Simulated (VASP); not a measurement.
Output of a VASP run:

### OUTCAR
```
 ion  position               nearest neighbor table
   1  0.852  0.648  0.352-   5 2.22   6 2.24   7 2.24   8 2.24   6 2.30   7 2.30   8 2.30   2 2.60
                             4 2.60   3 2.60   3 2.60   2 2.60   4 2.60
   2  0.352  0.852  0.648-   6 2.22   5 2.24   7 2.24   8 2.24   8 2.30   5 2.30   7 2.30   1 2.60
                             3 2.60   4 2.60   3 2.60   1 2.60   4 2.60
   3  0.148  0.148  0.148-   7 2.22   6 2.24   5 2.24   8 2.24   8 2.30   5 2.30   6 2.30   2 2.60
                             4 2.60   1 2.60   2 2.60   1 2.60   4 2.60
   4  0.648  0.352  0.852-   8 2.22   6 2.24   7 2.24   5 2.24   5 2.30   6 2.30   7 2.30   1 2.60
                             1 2.60   2 2.60   2 2.60   3 2.60   3 2.60
   5  0.156  0.344  0.656-   1 2.22   2 2.24   3 2.24   4 2.24   2 2.30   3 2.30   4 2.30   8 2.61
                             6 2.61   8 2.61   7 2.61   7 2.61   6 2.61
   6  0.656  0.156  0.344-   2 2.22   1 2.24   3 2.24   4 2.24   4 2.30   1 2.30   3 2.30   8 2.61
                             7 2.61   5 2.61   8 2.61   7 2.61   5 2.61
   7  0.844  0.844  0.844-   3 2.22   2 2.24   1 2.24   4 2.24   4 2.30   1 2.30   2 2.30   5 2.61
                             6 2.61   8 2.61   6 2.61   5 2.61   8 2.61
   8  0.344  0.656  0.156-   4 2.22   2 2.24   3 2.24   1 2.24   1 2.30   2 2.30   3 2.30   7 2.61
                             5 2.61   5 2.61   6 2.61   6 2.61   7 2.61
  LATTYP: Found a simple cubic cell.
 ALAT       =     4.2180614171
 Subroutine PRICEL returns:
 Original cell was already a primitive cell.
 Subroutine GETGRP returns: Found 12 space group operations
The static configuration has the point symmetry C_3 .
 The point group associated with its full space group is T   .
The dynamic configuration has the point symmetry C_3 .
 Subroutine INISYM returns: Found 12 space group operations
 Subroutine IBZKPT returns following result:
 Found     24 irreducible k-points:

 Following reciprocal coordinates:
            Coordinates               Weight
  0.000000  0.000000  0.000000      1.000000
  0.142857  0.000000  0.000000      6.000000
  0.285714  0.000000  0.000000      6.000000
  0.428571  0.000000  0.000000      6.000000
  0.142857  0.142857  0.000000     12.000000
  0.285714  0.142857  0.000000     12.000000
 -0.142857  0.285714  0.000000     12.000000
  0.428571  0.142857  0.000000     12.000000
 -0.142857  0.428571  0.000000     12.000000
  0.285714  0.285714  0.000000     12.000000
  0.428571  0.285714  0.000000     12.000000
 -0.285714  0.428571  0.000000     12.000000
  0.428571  0.428571  0.000000     12.000000
  0.142857  0.142857  0.142857      8.000000
  0.285714  0.142857  0.142857     24.000000
  0.428571  0.142857  0.142857     24.000000
  0.285714  0.285714  0.142857     24.000000
  0.428571  0.285714  0.142857     24.000000
 -0.285714  0.428571  0.142857     24.000000
  0.428571  0.428571  0.142857     24.000000
  0.285714  0.285714  0.285714      8.000000
  0.428571  0.285714  0.285714     24.000000
  0.428571  0.428571  0.285714     24.000000
  0.428571  0.428571  0.428571      8.000000
   k-points           NKPTS =     24   k-points in BZ     NKDIM =     24   number of bands    NBANDS=     31
   number of dos      NEDOS =    301   number of ions     NIONS =      8
   total plane-waves  NPLWV =  32768
   dimension x,y,z NGX =    32 NGY =   32 NGZ =   32
   dimension x,y,z NGXF=    64 NGYF=   64 NGZF=   64
   ions per type =               4   4
   PREC   = accura    normal or accurate (medium, high low for compatibility)
   ISTART =      0    job   : 0-new  1-cont  2-samecut
   ICHARG =      2    charge: 1-file 2-atom 10-const
   ISPIN  =      1    spin polarized calculation?
   LNONCOLLINEAR =      F non collinear calculations
   LSORBIT =      F    spin-orbit coupling
   INIWAV =      1    electr: 0-lowe 1-rand  2-diag
   ENCUT  =  500.0 eV  36.75 Ry    6.06 a.u.   7.69  7.69  7.69*2*pi/ulx,y,z
   NELM   =    100;   NELMIN=  2; NELMDL= -5     # of ELM steps
   EDIFF  = 0.1E-05   stopping-criterion for ELM
   LREAL  =      F    real-space projection
   NLSPLINE    = F    spline interpolate recip. space projectors
   LMAXMIX     =    4 max onsite mixed and CHGCAR
   VOSKOWN=      0    Vosko Wilk Nusair interpolation
   EDIFFG = -.2E-01   stopping-criterion for IOM
   NSW    =     40    number of steps for IOM
   NBLOCK =      1;   KBLOCK =     40    inner block; outer block
   IBRION =      2    ionic relax: 0-MD 1-quasi-New 2-CG
   NFREE  =      1    steps in history (QN), initial steepest desc. (CG)
...
```

### OSZICAR
```
...
DAV:   1    -0.660680786258E+02   -0.74591E+01   -0.83673E+01  1516   0.127E+02    0.197E+01
DAV:   2    -0.667352932313E+02   -0.66721E+00   -0.94773E+01  2071   0.134E+02    0.169E+01
DAV:   3    -0.615756933323E+02    0.51596E+01   -0.32801E+01  2065   0.736E+01    0.547E+00
DAV:   4    -0.615451127852E+02    0.30581E-01   -0.73640E-01  1851   0.676E+00    0.411E+00
DAV:   5    -0.614194990818E+02    0.12561E+00   -0.27932E-01  2331   0.668E+00    0.727E-01
DAV:   6    -0.614156085385E+02    0.38905E-02   -0.14228E-02  1782   0.119E+00    0.327E-01
DAV:   7    -0.614155297893E+02    0.78749E-04   -0.73324E-04  2386   0.220E-01    0.223E-01
DAV:   8    -0.614154382975E+02    0.91492E-04   -0.28762E-04  2318   0.149E-01    0.458E-02
DAV:   9    -0.614154290788E+02    0.92187E-05   -0.35913E-05  2178   0.692E-02    0.255E-02
DAV:  10    -0.614154289434E+02    0.13547E-06   -0.22292E-06  1188   0.174E-02
   3 F= -.41051999E+02 E0= -.41051837E+02  d E =-.127005E+00
       N       E                     dE             d eps       ncg     rms          rms(c)
DAV:   1    -0.613956345384E+02    0.19795E-01   -0.93379E-03  1565   0.130E+00    0.220E-01
DAV:   2    -0.613956811005E+02   -0.46562E-04   -0.98128E-03  2008   0.135E+00    0.167E-01
DAV:   3    -0.613951413172E+02    0.53978E-03   -0.34455E-03  2007   0.810E-01    0.476E-02
DAV:   4    -0.613951226396E+02    0.18678E-04   -0.10969E-04  1642   0.819E-02    0.129E-02
DAV:   5    -0.613951198120E+02    0.28276E-05   -0.90290E-06  2046   0.323E-02    0.627E-03
DAV:   6    -0.613951194090E+02    0.40299E-06   -0.10791E-06  1010   0.108E-02
   4 F= -.41052155E+02 E0= -.41051991E+02  d E =-.127160E+00
       N       E                     dE             d eps       ncg     rms          rms(c)
DAV:   1    -0.613808348387E+02    0.14285E-01   -0.46864E-03  1544   0.923E-01    0.157E-01
DAV:   2    -0.613808591856E+02   -0.24347E-04   -0.50373E-03  2023   0.968E-01    0.120E-01
DAV:   3    -0.613805821199E+02    0.27707E-03   -0.17690E-03  2015   0.580E-01    0.339E-02
DAV:   4    -0.613805726983E+02    0.94216E-05   -0.55934E-05  1621   0.581E-02    0.918E-03
DAV:   5    -0.613805712133E+02    0.14850E-05   -0.43560E-06  1556   0.234E-02    0.449E-03
DAV:   6    -0.613805710319E+02    0.18144E-06   -0.13524E-06   892   0.933E-03
   5 F= -.41052141E+02 E0= -.41051976E+02  d E =-.127146E+00
       N       E                     dE             d eps       ncg     rms          rms(c)
DAV:   1    -0.613772539822E+02    0.33172E-02   -0.15335E-01  1488   0.215E+00    0.589E-02
DAV:   2    -0.613774398869E+02   -0.18590E-03   -0.24982E-03  2177   0.492E-01    0.453E-02
DAV:   3    -0.613774205049E+02    0.19382E-04   -0.37681E-05  1845   0.581E-02    0.249E-02
DAV:   4    -0.613774097162E+02    0.10789E-04   -0.14527E-05  1782   0.246E-02    0.345E-03
DAV:   5    -0.613774096910E+02    0.25166E-07   -0.16928E-06  1150   0.187E-02
   6 F= -.41052853E+02 E0= -.41052691E+02  d E =-.712516E-03
       N       E                     dE             d eps       ncg     rms          rms(c)
DAV:   1    -0.613763398292E+02    0.10699E-02   -0.12138E-02  1488   0.608E-01    0.165E-02
DAV:   2    -0.613763564452E+02   -0.16616E-04   -0.21320E-04  2193   0.141E-01    0.129E-02
DAV:   3    -0.613763547861E+02    0.16591E-05   -0.33681E-06  1371   0.195E-02    0.769E-03
DAV:   4    -0.613763546338E+02    0.15236E-06   -0.59707E-06  1517   0.348E-02
   7 F= -.41052889E+02 E0= -.41052728E+02  d E =-.748646E-03
```

### OUTCAR
```
------------------------ aborting loop because EDIFF is reached ----------------------------------------
  FORCE on cell =-STRESS in cart. coord.  units (eV):
  Direction    XX          YY          ZZ          XY          YZ          ZX
  --------------------------------------------------------------------------------------
  Total       20.3223757     20.3223757     20.3223757      0.0000000      0.0000000      0.0000000
  in kB      449.9758703    449.9758703    449.9758703      0.0000000      0.0000000      0.0000000
  external PRESSURE =      -0.0241297 kB  Pullay stress =     450.0000000 kB
  volume of cell :       72.36
      direct lattice vectors                 reciprocal lattice vectors
     4.167081015 -0.000000000  0.000000000     0.239976136 -0.000000000  0.000000000
     0.000000000  4.167081015 -0.000000000     0.000000000  0.239976136 -0.000000000
     0.000000000  0.000000000  4.167081015     0.000000000  0.000000000  0.239976136
 POSITION                                       TOTAL-FORCE (eV/Angst)
 -----------------------------------------------------------------------------------
      3.54821      2.70241      1.46467        -0.003538      0.003538     -0.003538
      1.46467      3.54821      2.70241        -0.003538     -0.003538      0.003538
      0.61887      0.61887      0.61887         0.003538      0.003538      0.003538
      2.70241      1.46467      3.54821         0.003538     -0.003538     -0.003538
      0.64807      1.43547      2.73161         0.003675     -0.003675      0.003675
      2.73161      0.64807      1.43547         0.003675      0.003675     -0.003675
      3.51901      3.51901      3.51901        -0.003675     -0.003675     -0.003675
      1.43547      2.73161      0.64807        -0.003675      0.003675      0.003675
 -----------------------------------------------------------------------------------
    total drift:                               -0.000000     -0.000000     -0.000000
  FREE ENERGIE OF THE ION-ELECTRON SYSTEM (eV)
  ---------------------------------------------------
  free  energy   TOTEN  =       -61.3763546338 eV

  energy  without entropy=      -61.3758721131  energy(sigma->0) =      -61.37619379
  enthalpy is  TOTEN    =       -41.0528891970 eV   P V=       20.3234654368

 reached required accuracy - stopping structural energy minimisation
```
(Selected blocks of OUTCAR.)

### POSCAR
```
CoSi
1
    4.2180614171     0.0000000000     0.0000000000
    0.0000000000     4.2180614171     0.0000000000
    0.0000000000     0.0000000000     4.2180614171
Co Si
4 4
Direct
  0.8520270626   0.6479729374   0.3520270626
  0.3520270626   0.8520270626   0.6479729374
  0.1479729374   0.1479729374   0.1479729374
  0.6479729374   0.3520270626   0.8520270626
  0.1558236622   0.3441763378   0.6558236622
  0.6558236622   0.1558236622   0.3441763378
  0.8441763378   0.8441763378   0.8441763378
  0.3441763378   0.6558236622   0.1558236622
```

Task: Reconstruct the remaining input files.

Result: Several could match; the one computed here: the input of the run itself, LDA (Ceperley-Alder, Perdew-Zunger), plane waves, VASP's LDA PAW potentials (set 64).

File KPOINTS:
```
Automatic mesh
0
Gamma
7 7 7
0 0 0
```

INCAR:
```
ALGO = Normal
EDIFF = 1E-6
EDIFFG = -0.02
ENCUT = 500
IBRION = 2
ISIF = 3
ISMEAR = 1
LASPH = T
LCHARG = F
LMAXMIX = 4
LREAL = F
LWAVE = F
NELM = 100
NSW = 40
PREC = Accurate
PSTRESS = 450
SIGMA = 0.1
SYSTEM = CoSi
```

POTCAR, in this order: Co Si (LDA.64 set). Program: vasp_std.

Energy and stress use the plane-wave basis of the starting cell.

The compound is CoSi in the B20 structure. This run relaxes it under an external pressure of 45 GPa. Symmetry was kept, so distortions that lower it aren't found. The run is not spin-polarised, so no magnetic state was tried.
